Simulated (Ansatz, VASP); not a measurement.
## AlGaN2 in two plane-wave programs

Wanted: the spread between two codes on one cell, functional and k mesh. The cell is generated by rule, not measured, and may not be a known phase. The cell is taken from a series of runs on this material, whose earlier steps may have relaxed, scaled, displaced or heated it; both programs get it as it stands.

Program: Ansatz 0.2.0. Level of theory: plane waves, with VASP 6.6.1 beside it; relaxation of cell and atoms at LDA. Results are calculated unless marked as measured.

The structure was built from a prototype and need not be the compound's stable phase.

**1. The starting structure**

It takes space group P3m1 (No. 156, trigonal). The conventional cell has a = 3.120 Å, b = 3.120 Å, c = 10.097 Å, α = 90.00°, β = 90.00°, γ = 120.00°. Nearest to Al lie 4 N at 1.88 to 1.89 Å. Ga has 4 N at 1.91 to 1.94 Å nearest. Nearest to Ga lie 4 N at 1.91 to 1.94 Å. Nearest to N lie 4 Al at 1.88 to 1.89 Å. Nearest to N lie 1 Al at 1.88 Å and 3 Ga at 1.91 Å. Farther neighbours and most contacts between anions are not listed.

Coordinates:

```xyz
8
Lattice="3.1197 0.0000 0.0000 -1.5599 2.7018 0.0000 0.0000 0.0000 10.0972" Properties=species:S:1:pos:R:3 pbc="T T T"
Al    0.0000    1.8012    0.0170
Al    1.5599    0.9006    2.4807
Ga    0.0000    1.8012    5.0142
Ga    1.5599    0.9006    7.5964
N     0.0000    1.8012    1.8995
N     1.5599    0.9006    4.3640
N     0.0000    1.8012    6.9525
N     1.5599    0.9006    9.5402
```

**2. Ansatz: relaxation of cell and atoms, LDA, pair 1**

Ansatz runs on its default PAW (the set named soft_2) files.

The relaxed volume is the usual yardstick between codes: in a stiff, nearly cubic crystal its relative difference is about their pressure difference at one cell divided by the bulk modulus.

Contents of input.yaml:

```yaml
crystal:
  lattice:
    - [3.1197346043, 0.0, 0.0]
    - [-1.5598673021, 2.7017694204, 0.0]
    - [0.0, 0.0, 10.0972121685]
  atoms:
    - { symbol: Al, position: [0.3333333333, 0.6666666667, 0.0016839804] }
    - { symbol: Al, position: [0.6666666667, 0.3333333333, 0.2456833048] }
    - { symbol: Ga, position: [0.3333333333, 0.6666666667, 0.4965970347] }
    - { symbol: Ga, position: [0.6666666667, 0.3333333333, 0.7523237246] }
    - { symbol: "N", position: [0.3333333333, 0.6666666667, 0.1881245005] }
    - { symbol: "N", position: [0.6666666667, 0.3333333333, 0.432194973] }
    - { symbol: "N", position: [0.3333333333, 0.6666666667, 0.6885611609] }
    - { symbol: "N", position: [0.6666666667, 0.3333333333, 0.9448313211] }
kpoints:
  mp_grid: { grid: [9, 9, 2] }
hamiltonian:
  xc: lda
scf:
  occupations: { method: fixed }
output:
  forces: true
  stress: true
  eigenvalues: true
relax:
  adjacent_minimum: "off"
  f_tol: 0.001
  max_steps: 60
  cell: { stress_tol: 0.01 }
```

Started as:

```sh
> ansatz run input.yaml --threads 4 --pin off --max-ram 14336MiB --backend cpu --events-out ev --progress --plain --runs-dir out
```

Numbers of over 12 decimals in the logs are rounded to 6 here.

Log:

```text
Engine: ansatz 0.2.0, aarch64-unknown-linux-gnu
Pseudopotentials: kind: paw
Pseudopotential: Al, paw, valence charge 3, recommended cutoff 420 eV (normal), Al.paw.azcp
Pseudopotential: Ga, paw, valence charge 13, recommended cutoff 420 eV (normal), Ga.paw.azcp
Pseudopotential: N, paw, valence charge 5, recommended cutoff 420 eV (normal), N.paw.azcp
Functional definition: SPW92
  exchange = slater_x
  correlation = pw_c
Crystal: 8 atoms, lattice volume = 85.107 Å³
Basis set: ecut = 420 eV, 1653 PW (Γ)
Bands: 34, of which v1, the nominal top of the filled ones, is band 26 counted from 1 (25 counted from 0)
Symmetry: 6 space group operations
Space group: P3m1 (ITA 156), of the structure as read, at distance tolerance 4.4e-5 Å
k-points: 24 of 162 (time reversal used)
Non-local potential: Al, projectors of the file, l = 0: 2, l = 1: 2, l = 2: 1
Non-local potential: Ga, projectors of the file, l = 0: 2, l = 1: 2, l = 2: 3, l = 3: 1
Non-local potential: N, projectors of the file, l = 0: 2, l = 1: 2, l = 2: 1
PAW form: soft (Blöchl's): semilocal exchange-correlation on the pseudo side does not see the compensation charge
PAW frozen core: Al, regenerated for the run's functional, and the local potential with it (the file was generated under x = pbe(κ = 0.804, μ = 0.219515), c = pbe(β = 0.066725))
PAW frozen core: Ga, regenerated for the run's functional, and the local potential with it (the file was generated under x = pbe(κ = 0.804, μ = 0.219515), c = pbe(β = 0.066725))
PAW frozen core: N, regenerated for the run's functional, and the local potential with it (the file was generated under x = pbe(κ = 0.804, μ = 0.219515), c = pbe(β = 0.066725))
PAW one-centre angular grid: Al, 110 points (default); XC on 64 Gauss nodes
PAW one-centre angular grid: Ga, 590 points (default); XC on 64 Gauss nodes
PAW one-centre angular grid: N, 110 points (default); XC on 64 Gauss nodes
Initial density: superposition of atomic densities (neutral atoms: chi_scale 0, normalization atom), corrected by the library's trained network
Initial wavefunctions: pseudopotential atomic-orbital guess
Functional: x = slater, c = lda
SCF iter   1: F=—  HF=-9943.893476 eV  |F-HF|=—  |Δ(HF+E_count)|=         —  Δρ=1.15e-2  dr2=1.25e-1  ethr=1.77e-3  ⟨swp⟩=4.6  Hψ=2950  notcnv=0  defer=134
preconditioner: auto → Resta (q_TF=auto, 2.513 Å⁻¹)  ε∞=4.4  [insulator: Δε(μ)=2.925 eV  Ē_g=15.737 eV  n_scr=26 (ndim 8)  ℏωp=29.0 eV  f_vac=0.000  ε∞_Penn≈4.4]
SCF iter   2: F=—  HF=-9943.858413 eV  |F-HF|=—  |Δ(HF+E_count)|=   3.51e-2  Δρ=3.47e-3  dr2=7.98e-3  ethr=2.41e-4  ⟨swp⟩=2.3  Hψ=1323  notcnv=0  defer=144
SCF iter   3: F=—  HF=-9943.856157 eV  |F-HF|=—  |Δ(HF+E_count)|=   2.26e-3  Δρ=1.54e-3  dr2=1.63e-3  ethr=1.53e-5  ⟨swp⟩=2.1  Hψ=829  notcnv=0  defer=144
SCF iter   4: F=—  HF=-9943.855575 eV  |F-HF|=—  |Δ(HF+E_count)|=   5.82e-4  Δρ=2.14e-4  dr2=3.59e-5  ethr=3.14e-6  ⟨swp⟩=2.2  Hψ=1059  notcnv=0  defer=144
SCF iter   5: F=—  HF=-9943.855572 eV  |F-HF|=—  |Δ(HF+E_count)|=   3.00e-6  Δρ=1.34e-4  dr2=1.71e-5  ethr=6.90e-8  ⟨swp⟩=2.0  Hψ=1398  notcnv=0  defer=110
SCF iter   6: F=—  HF=-9943.855567 eV  |F-HF|=—  |Δ(HF+E_count)|=   5.18e-6  Δρ=2.05e-5  dr2=4.78e-7  ethr=3.29e-8  ⟨swp⟩=2.0  Hψ=1342  notcnv=0  defer=109
SCF iter   7: F=—  HF=-9943.855567 eV  |F-HF|=—  |Δ(HF+E_count)|=   3.39e-8  Δρ=1.38e-5  dr2=1.23e-7  ethr=1.92e-10  ⟨swp⟩=11.0  Hψ=4271  notcnv=0
SCF iter   8: F=-9943.855567 eV  HF=-9943.855567 eV  |F-HF|=4.28e-9  |Δ(HF+E_count)|=   7.33e-8  Δρ=2.77e-6  dr2=6.77e-9  ethr=1.92e-10  ⟨swp⟩=4.2  Hψ=2852  notcnv=0
SCF 1 converged in 8 iterations: F = -9943.855567 eV  dr2 = 6.77e-9
  greatest PAW one-centre occupation: 0.996 electrons in one spin orbital (limit 2), on the Ga atom at site 2 (counted from 0), in its partial waves of l = 2
relax step   1: F+E_penalty+E_count = -9943.85556711 eV  Δ(F+E_penalty+E_count) = +0.000e0 eV  max|allowed force component| = 8.016e-4 eV/Å  Δτ_max = 0.0000 Å  P = -0.003 GPa  Ω = 85.107 Å³  (8 SCF iters, dr2 threshold 1.00e-7 eV, accepted)
Initial density: handed on by an earlier stage of this run
Initial wavefunctions: pseudopotential atomic-orbital guess (no wavefunctions were taken with the density)
iter 1 solved again at ethr=4.44e-8 eV; its pass at ethr=3.10e-3 eV (dr2=2.31e-5 eV) is discarded
SCF iter   1: F=—  HF=-9943.855568 eV  |F-HF|=—  |Δ(HF+E_count)|=         —  Δρ=2.72e-6  dr2=6.26e-9  ethr=4.44e-8  ⟨swp⟩=3.0  Hψ=5135  notcnv=0  defer=144
preconditioner: auto → Resta (q_TF=auto, 2.513 Å⁻¹)  ε∞=4.4  [insulator: Δε(μ)=2.970 eV  Ē_g=15.747 eV  n_scr=26 (ndim 8)  ℏωp=29.0 eV  f_vac=0.000  ε∞_Penn≈4.4]
SCF iter   2: F=—  HF=-9943.855567 eV  |F-HF|=—  |Δ(HF+E_count)|=   1.38e-6  Δρ=1.63e-6  dr2=2.07e-9  ethr=1.20e-11  ⟨swp⟩=2.6  Hψ=1414  notcnv=0  defer=126
SCF iter   3: F=—  HF=-9943.855567 eV  |F-HF|=—  |Δ(HF+E_count)|=  1.82e-12  Δρ=7.29e-7  dr2=4.92e-10  ethr=3.97e-12  ⟨swp⟩=2.7  Hψ=1409  notcnv=0  defer=126
SCF iter   4: F=—  HF=-9943.855567 eV  |F-HF|=—  |Δ(HF+E_count)|=  7.28e-11  Δρ=1.54e-7  dr2=3.92e-11  ethr=1.00e-12  ⟨swp⟩=2.5  Hψ=1433  notcnv=0  defer=126
SCF iter   5: F=—  HF=-9943.855567 eV  |F-HF|=—  |Δ(HF+E_count)|=  7.28e-12  Δρ=6.85e-8  dr2=4.42e-12  ethr=1.00e-12  ⟨swp⟩=1.0  Hψ=735  notcnv=0  defer=126
SCF iter   6: F=-9943.855567 eV  HF=-9943.855567 eV  |F-HF|=3.64e-12  |Δ(HF+E_count)|=  3.64e-12  Δρ=2.83e-8  dr2=6.77e-13  ethr=1.00e-12  ⟨swp⟩=11.8  Hψ=4480  notcnv=0
SCF 2 converged in 6 iterations: F = -9943.855567 eV  dr2 = 6.77e-13
relax step   2: F+E_penalty+E_count = -9943.85556712 eV  Δ(F+E_penalty+E_count) = -3.114e-9 eV  max|allowed force component| = 7.562e-4 eV/Å  Δτ_max = 0.0000 Å  P = -0.003 GPa  Ω = 85.107 Å³  stress off target by 2.76e-3 GPa  SCF on the basis re-selected at this cell (its energy is not comparable with the rows above)  (6 SCF iters)
basis re-selected at this cell: Δ(F+E_penalty+E_count) = -3.114e-9 eV, ΔP = +0.000 GPa vs the last step (what re-selecting the basis moved, of the pressure what is left beyond the Pulay correction that the steps carried, after the strain that the cell walked since its last selection, with what the two solves' SCF thresholds leave and, on support functions, any second-order correction that the steps lacked; it is no m [...]
SCF converged after 6 iterations
Free energy (F): -9943.855567 eV
Harris-Foulkes:  -9943.855567 eV  (|F-HF|=3.64e-12)
Internal energy: -9943.855567 eV  (E = F + TS)
E sigma→0 (E₀):  -9943.855567 eV
Fermi energy:    8.672838 eV
--- Per-component energies (eV) ---
  E_band       = 2.035298
  E_kinetic    = 815.416634
  E_local      = -6280.045836  (includes V_loc(G=0)·N_el)
  E_nonlocal   = 1070.675707
  E_hartree    = 2906.183452
  E_xc         = -458.171358
  E_vxc        = -485.264034  (∫ρ·V_xc dr)
  E_paw        = -5194.227992  (= ΣΔE_a)
  E_vpaw       = -931.114219  (= ΣTr[D̂ρ^β])
  E_aug_tail   = 0.000138  (compensation charges beyond the density's cutoff)
  E_ewald      = -2807.574881
  E_core_change = 3.888569  (= ΣΔE_core)
  E_smearing   = -0.000000  (= −TS)
  E_closure    = -0.000000  (closes the sum)
  Σ components = -9943.855567   (vs F -9943.855567, Δ=0.00e0)
--- Forces (eV/Å), atoms counted from 1 ---
  atom   1  Al     0.00000000     0.00000000    -0.00029415
  atom   2  Al    -0.00000000     0.00000000    -0.00039425
  atom   3  Ga     0.00000000     0.00000000    -0.00070552
  atom   4  Ga    -0.00000000     0.00000000    -0.00069710
  atom   5  N      0.00000000     0.00000000     0.00026120
  atom   6  N     -0.00000000     0.00000000     0.00041181
  atom   7  N      0.00000000    -0.00000000     0.00065445
  atom   8  N     -0.00000000     0.00000000     0.00075514
  max |Σ_I F_I| component: 8.42e-6 eV/Å
--- Stress (GPa, compression-positive) ---
       -0.002764      -0.000000       0.000000
       -0.000000      -0.002764       0.000000
        0.000000       0.000000      -0.002614
  P = ⅓ Tr σ = -0.0027 GPa (-0.027 kbar)
--- Band table (eV; the first three rows and the last of 24) ---
  k-point 0: bands = [... 22 lower, 8.1575, 8.4941, 8.6728, 8.6728, 11.6425, 13.4757, 14.0909, 14.6267, ... 4 higher]
  k-point 1: bands = [... 22 lower, 8.2084, 8.2084, 8.6556, 8.6556, 12.3657, 12.9758, 13.9476, 14.6628, ... 4 higher]
  k-point 2: bands = [... 22 lower, 7.8469, 7.9470, 8.4017, 8.5373, 12.3726, 14.0875, 14.5467, 15.0877, ... 4 higher]
  k-point 23: bands = [... 22 lower, 6.4565, 6.5569, 6.6496, 6.7315, 14.0545, 14.4920, 15.8530, 15.9028, ... 4 higher]
--- Relaxed structure (1 steps of the walk, 1 accepted, 1 SCFs on fresh bases) ---
  F+E_penalty+E_count = -9943.85556712 eV   max|allowed force component| = 7.562e-4 eV/Å   (the final SCF, on the basis selected at the relaxed cell)
  cell:  # Å, volume = 85.1074 Å³
    - [3.119735, -2.8867604681783693e-11, 0.0]
    - [-1.559867, 2.701769, 0.0]
    - [0.0, 0.0, 10.0972121685]
  atoms:
    - { symbol: Al, position: [0.333333, 0.666667, 0.0016839804] }
    - { symbol: Al, position: [0.666667, 0.333333, 0.245683] }
    - { symbol: Ga, position: [0.333333, 0.666667, 0.496597] }
    - { symbol: Ga, position: [0.666667, 0.333333, 0.752324] }
    - { symbol: N, position: [0.333333, 0.666667, 0.1881245005] }
    - { symbol: N, position: [0.666667, 0.333333, 0.432194973] }
    - { symbol: N, position: [0.333333, 0.666667, 0.6885611609] }
    - { symbol: N, position: [0.666667, 0.333333, 0.944831] }
```

(Continued in part 2 of 2.)

[Lines on the potential files, build, host, timing and source positions are cut from VASP's logs without a mark.]

[Logs are printed without paths, hosts, clocks, repeated set-up lines and the standing remarks that a program may print on its own settings, such as how far it seeks lower states.]

[Hosts, paths, dates, database ids (printed as entryN), source tags and the programs' standing remarks are cut or masked in the printed files.]
